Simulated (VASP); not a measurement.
All values below come from LDA (Ceperley-Alder, Perdew-Zunger), VASP's LDA PAW potentials (set 64) (plane waves; VASP).

A VASP calculation is set up with these files.

POSCAR:
```
SiO2
1
    4.1567994889     0.0000000000     0.0000000000
    0.0000000000     4.1567994889     0.0000000000
    0.0000000000     0.0000000000     2.6655413395
Si O
2 4
Direct
  0.0000000000   0.0000000000   0.0000000000
  0.5000000000   0.5000000000   0.5000000000
  0.3053900631   0.3053900631   0.0000000000
  0.8053900631   0.1946099369   0.5000000000
  0.1946099369   0.8053900631   0.5000000000
  0.6946099369   0.6946099369   0.0000000000
```

**KPOINTS**
```
Automatic mesh
0
Gamma
5 5 8
0 0 0
```

INCAR:
```
ALGO = Normal
EDIFF = 1E-8
EDIFFG = -0.001
ENCUT = 520
IBRION = 1
ISIF = 2
ISMEAR = 0
LASPH = .TRUE.
LCHARG = .FALSE.
LREAL = .FALSE.
LWAVE = .FALSE.
NELM = 100
NSW = 30
PREC = Accurate
SIGMA = 0.05
SYSTEM = SiO2
```

POTCAR, in this order: Si O (LDA.64 set). Program: vasp_std.

The run wrote:

OSZICAR:
```
       N       E                     dE             d eps       ncg     rms          rms(c)
DAV:   1     0.157593035027E+03    0.15759E+03   -0.18328E+04  1224   0.154E+03
DAV:   2    -0.505518879901E+02   -0.20814E+03   -0.20033E+03  1640   0.324E+02
DAV:   3    -0.568448861799E+02   -0.62930E+01   -0.62760E+01  1440   0.606E+01
DAV:   4    -0.568916364297E+02   -0.46750E-01   -0.46687E-01  1412   0.597E+00
DAV:   5    -0.568921476717E+02   -0.51124E-03   -0.51115E-03  1404   0.608E-01    0.180E+01
DAV:   6    -0.520670900885E+02    0.48251E+01   -0.19068E+01  1356   0.307E+01    0.861E+00
DAV:   7    -0.520048978161E+02    0.62192E-01   -0.56581E-01  1408   0.515E+00    0.306E+00
DAV:   8    -0.519756663319E+02    0.29231E-01   -0.18216E-02  1368   0.138E+00    0.110E+00
DAV:   9    -0.519704836287E+02    0.51827E-02   -0.46747E-03  1388   0.687E-01    0.230E-01
DAV:  10    -0.519705009378E+02   -0.17309E-04   -0.25580E-04  1392   0.146E-01    0.551E-02
DAV:  11    -0.519704904875E+02    0.10450E-04   -0.38651E-05  1408   0.516E-02    0.173E-02
DAV:  12    -0.519704898014E+02    0.68613E-06   -0.52361E-06  1368   0.172E-02    0.648E-03
DAV:  13    -0.519704898092E+02   -0.78471E-08   -0.23525E-07  1416   0.419E-03    0.159E-03
DAV:  14    -0.519704898082E+02    0.10587E-08   -0.95501E-09   844   0.800E-04
   1 F= -.51970490E+02 E0= -.51970490E+02  d E =-.519705E+02
       N       E                     dE             d eps       ncg     rms          rms(c)
DAV:   1    -0.519704848781E+02    0.49312E-05   -0.66974E-03  1288   0.693E-01    0.196E-02
DAV:   2    -0.519704969991E+02   -0.12121E-04   -0.15379E-04  1424   0.981E-02    0.836E-03
DAV:   3    -0.519704951743E+02    0.18248E-05   -0.18329E-06  1456   0.145E-02    0.437E-03
DAV:   4    -0.519704946867E+02    0.48766E-06   -0.22356E-06  1384   0.139E-02    0.861E-04
DAV:   5    -0.519704947173E+02   -0.30636E-07   -0.44712E-07  1352   0.574E-03    0.578E-04
DAV:   6    -0.519704947113E+02    0.59990E-08   -0.11217E-08   820   0.107E-03
   2 F= -.51970495E+02 E0= -.51970495E+02  d E =-.490313E-05
       N       E                     dE             d eps       ncg     rms          rms(c)
DAV:   1    -0.519704962414E+02   -0.15241E-05   -0.95395E-04  1280   0.261E-01    0.725E-03
DAV:   2    -0.519704979636E+02   -0.17222E-05   -0.21940E-05  1424   0.371E-02    0.320E-03
DAV:   3    -0.519704976997E+02    0.26390E-06   -0.26361E-07  1468   0.552E-03    0.169E-03
DAV:   4    -0.519704976280E+02    0.71695E-07   -0.32574E-07  1384   0.534E-03    0.328E-04
DAV:   5    -0.519704976325E+02   -0.44583E-08   -0.64622E-08  1296   0.217E-03
   3 F= -.51970498E+02 E0= -.51970498E+02  d E =-.292116E-05
```

File OUTCAR:
```
------------------------ aborting loop because EDIFF is reached ----------------------------------------
  FORCE on cell =-STRESS in cart. coord.  units (eV):
  Direction    XX          YY          ZZ          XY          YZ          ZX
  --------------------------------------------------------------------------------------
  Total        0.0179543      0.0179543      0.1103313     -0.0000000      0.0000000      0.0000000
  in kB        0.6245635      0.6245635      3.8380062     -0.0000000      0.0000000      0.0000000
  external PRESSURE =       1.6957111 kB  Pullay stress =       0.0000000 kB
  volume of cell :       46.06
      direct lattice vectors                 reciprocal lattice vectors
     4.156799489  0.000000000  0.000000000     0.240569699  0.000000000  0.000000000
     0.000000000  4.156799489  0.000000000     0.000000000  0.240569699  0.000000000
     0.000000000  0.000000000  2.665541339     0.000000000  0.000000000  0.375158316
 POSITION                                       TOTAL-FORCE (eV/Angst)
 -----------------------------------------------------------------------------------
     -0.00000      0.00000     -0.00000        -0.000000      0.000000     -0.000000
      2.07840      2.07840      1.33277        -0.000000      0.000000     -0.000000
      1.26969      1.26969      0.00000        -0.000033     -0.000033      0.000000
      3.34809      0.80871      1.33277        -0.000033      0.000033     -0.000000
      0.80871      3.34809      1.33277         0.000033     -0.000033     -0.000000
      2.88711      2.88711     -0.00000         0.000033      0.000033     -0.000000
 -----------------------------------------------------------------------------------
    total drift:                                0.000000      0.000000      0.000000
  FREE ENERGIE OF THE ION-ELECTRON SYSTEM (eV)
  ---------------------------------------------------
  free  energy   TOTEN  =       -51.9704976325 eV

  energy  without entropy=      -51.9704976325  energy(sigma->0) =      -51.97049763

 reached required accuracy - stopping structural energy minimisation
```
(Selected blocks of OUTCAR.)

CONTCAR:
```
SiO2
   1.00000000000000
     4.1567994889000000    0.0000000000000000    0.0000000000000000
     0.0000000000000000    4.1567994889000000    0.0000000000000000
     0.0000000000000000    0.0000000000000000    2.6655413394999998
  Si              O
     2     4
Direct
    -0.0000000000000000    0.0000000000000000   -0.0000000000000000
     0.5000000000000000    0.5000000000000000    0.5000000000000000
     0.3054484293515573    0.3054484293515573    0.0000000000000000
     0.8054484293515574    0.1945515706484427    0.5000000000000000
     0.1945515706484427    0.8054484293515574    0.5000000000000000
     0.6945515706484426    0.6945515706484426   -0.0000000000000000
```

### OUTCAR
```
 val. band max:        8.2663901355   @ k =   0.0000   0.0000   0.0000

 cond. band min:      14.0307935728   @ k =   0.0000   0.0000   0.0000


 Fermi energy:         8.5579165052

 k-point     1 :       0.0000    0.0000    0.0000
  band No.  band energies     occupation
      1     -14.2684      2.00000
      2     -10.4617      2.00000
      3     -10.4617      2.00000
      4     -10.1853      2.00000
      5      -2.7566      2.00000
      6       1.6844      2.00000
      7       1.6844      2.00000
      8       1.7591      2.00000
      9       2.7051      2.00000
     10       3.0507      2.00000
     11       5.0320      2.00000
     12       5.0320      2.00000
     13       5.7045      2.00000
     14       7.3594      2.00000
     15       7.3594      2.00000
     16       8.2664      2.00000
     17      14.0308      0.00000
     18      14.6780      0.00000
     19      16.5921      0.00000
     20      16.5921      0.00000

 k-point     2 :       0.2000    0.0000    0.0000
  band No.  band energies     occupation
      1     -14.0518      2.00000
      2     -11.3425      2.00000
      3     -10.3494      2.00000
      4      -9.7665      2.00000
      5      -2.4852      2.00000
      6       0.7101      2.00000
      7       1.8023      2.00000
      8       2.5206      2.00000
      9       2.8672      2.00000
     10       3.7702      2.00000
     11       4.6703      2.00000
     12       5.1261      2.00000
     13       5.7449      2.00000
     14       6.5402      2.00000
     15       7.2914      2.00000
     16       7.9516      2.00000
     17      14.6062      0.00000
     18      15.0441      0.00000
     19      16.6905      0.00000
     20      16.7243      0.00000

 k-point     3 :       0.4000    0.0000    0.0000
  band No.  band energies     occupation
      1     -13.4249      2.00000
      2     -12.4660      2.00000
      3     -10.0635      2.00000
      4      -9.7724      2.00000
      5      -1.7445      2.00000
...
```

The compound is SiO2 in the rutile structure, stishovite, a high-pressure form. This run relaxes the ions in a fixed cell. Symmetry was kept, so distortions that lower it aren't found. The start is the result of an earlier pass.
